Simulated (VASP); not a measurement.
Output of a VASP run:

### OSZICAR
```
       N       E                     dE             d eps       ncg     rms          rms(c)
DAV:   1     0.765662358413E+03    0.76566E+03   -0.38316E+04  2870   0.176E+03
DAV:   2    -0.307968995491E+02   -0.79646E+03   -0.78185E+03  3534   0.668E+02
DAV:   3    -0.972950599151E+02   -0.66498E+02   -0.65708E+02  4660   0.156E+02
DAV:   4    -0.101226333043E+03   -0.39313E+01   -0.38877E+01  4692   0.323E+01
DAV:   5    -0.101419971478E+03   -0.19364E+00   -0.19181E+00  4739   0.698E+00    0.635E+01
DAV:   6    -0.889269968000E+02    0.12493E+02   -0.85224E+01  3980   0.469E+01    0.447E+01
DAV:   7    -0.887706129048E+02    0.15638E+00   -0.84213E+00  4491   0.153E+01    0.293E+01
DAV:   8    -0.887738725133E+02   -0.32596E-02   -0.88759E-01  4204   0.536E+00    0.482E+00
DAV:   9    -0.887489439301E+02    0.24929E-01   -0.30664E-01  4468   0.240E+00    0.191E+00
DAV:  10    -0.887481691569E+02    0.77477E-03   -0.20046E-02  4364   0.999E-01    0.419E-01
DAV:  11    -0.887479102721E+02    0.25888E-03   -0.30828E-03  4707   0.322E-01    0.650E-02
DAV:  12    -0.887480160552E+02   -0.10578E-03   -0.31333E-04  4452   0.127E-01    0.386E-02
DAV:  13    -0.887479710027E+02    0.45053E-04   -0.26887E-05  3898   0.311E-02    0.243E-02
DAV:  14    -0.887479463819E+02    0.24621E-04   -0.20160E-05  3980   0.226E-02    0.143E-02
DAV:  15    -0.887479558997E+02   -0.95178E-05   -0.18347E-06  3668   0.806E-03    0.388E-03
DAV:  16    -0.887479558001E+02    0.99647E-07   -0.48155E-07  3228   0.476E-03
   1 F= -.88747956E+02 E0= -.88747956E+02  d E =0.000000E+00
```

**OUTCAR**
```
------------------------ aborting loop because EDIFF is reached ----------------------------------------
  FORCE on cell =-STRESS in cart. coord.  units (eV):
  Direction    XX          YY          ZZ          XY          YZ          ZX
  --------------------------------------------------------------------------------------
  Total        0.0467264      0.0467264      0.0467264      0.0000000      0.0000000     -0.0000000
  in kB        0.8753513      0.8753513      0.8753513      0.0000000      0.0000000     -0.0000000
  external PRESSURE =       0.8753513 kB  Pullay stress =       0.0000000 kB
  volume of cell :       85.52
      direct lattice vectors                 reciprocal lattice vectors
     4.405855518  0.000000000  0.000000000     0.226970675  0.000000000  0.000000000
     0.000000000  4.405855518  0.000000000     0.000000000  0.226970675  0.000000000
     0.000000000  0.000000000  4.405855518     0.000000000  0.000000000  0.226970675
 POSITION                                       TOTAL-FORCE (eV/Angst)
 -----------------------------------------------------------------------------------
      0.00000      0.00000      0.00000         0.000000      0.000000      0.000000
      2.20293      2.20293      0.00000         0.000000      0.000000      0.000000
      2.20293      0.00000      2.20293         0.000000      0.000000      0.000000
      2.20293      2.20293      2.20293         0.000000      0.000000      0.000000
      0.00000      0.00000      2.20293         0.000000      0.000000      0.000000
      0.00000      2.20293      0.00000         0.000000      0.000000      0.000000
      2.20293      0.00000      0.00000         0.000000      0.000000      0.000000
      0.00000      2.20293      2.20293         0.000000      0.000000      0.000000
 -----------------------------------------------------------------------------------
    total drift:                                0.000000      0.000000      0.000000
  FREE ENERGIE OF THE ION-ELECTRON SYSTEM (eV)
  ---------------------------------------------------
  free  energy   TOTEN  =       -88.7479558001 eV

  energy  without entropy=      -88.7479558001  energy(sigma->0) =      -88.74795580

 total charge

# of ion       s       p       d       tot
------------------------------------------
    1        2.151   6.055   2.449  10.655
    2        2.151   6.055   2.449  10.655
    3        2.151   6.055   2.449  10.655
    4        1.232   2.515   0.000   3.747
    5        1.232   2.515   0.000   3.747
    6        1.232   2.515   0.000   3.747
    7        1.232   2.494   0.000   3.726
    8        0.310   6.657   1.854   8.821
--------------------------------------------------
tot         11.691  34.862   9.201  55.753
```
(Selected blocks of OUTCAR.)

POSCAR:
```
HfNb3N4
1
    4.4058555175     0.0000000000     0.0000000000
    0.0000000000     4.4058555175     0.0000000000
    0.0000000000     0.0000000000     4.4058555175
Nb N Hf
3 4 1
Direct
  0.0000000000   0.0000000000   0.0000000000
  0.5000000000   0.5000000000   0.0000000000
  0.5000000000   0.0000000000   0.5000000000
  0.5000000000   0.5000000000   0.5000000000
  0.0000000000   0.0000000000   0.5000000000
  0.0000000000   0.5000000000   0.0000000000
  0.5000000000   0.0000000000   0.0000000000
  0.0000000000   0.5000000000   0.5000000000
```

Question: Reconstruct the remaining input files.

Answer: One answer among several that fit: the input of the run itself, PBEsol GGA, plane waves, VASP's PBE PAW potentials (set 64).

### KPOINTS
```
kpoints
0
Gamma
  8 8 8
```

**INCAR**
```
# general
SYSTEM   =  HfNb3N4
PREC     =  Accurate
ENCUT    =  520
LREAL    =  .False.
LASPH    =  .True.

# electronic loop
EDIFF    =  1E-7
NELM     =  100
ALGO     =  Normal
LMAXMIX  =  6

# smearing
ISMEAR   =  -5

# functional
GGA      =  PS

# ions
ISIF     =  2

# output
LWAVE    =  .False.
LCHARG   =  .True.
LORBIT   =  11
NEDOS    =  601
```

POTCAR, in this order: Nb_sv N Hf_pv (PBE.64 set). Program: vasp_std.

For a metal the tetrahedron method with Blöchl corrections gives inexact stress and forces.

The structure was generated: HfNb3N4 was put into an ordered model structure (Pm-3m), which need not be its known phase. It was relaxed first. The electron count is odd and the run is not spin-polarised, which forces a metal.
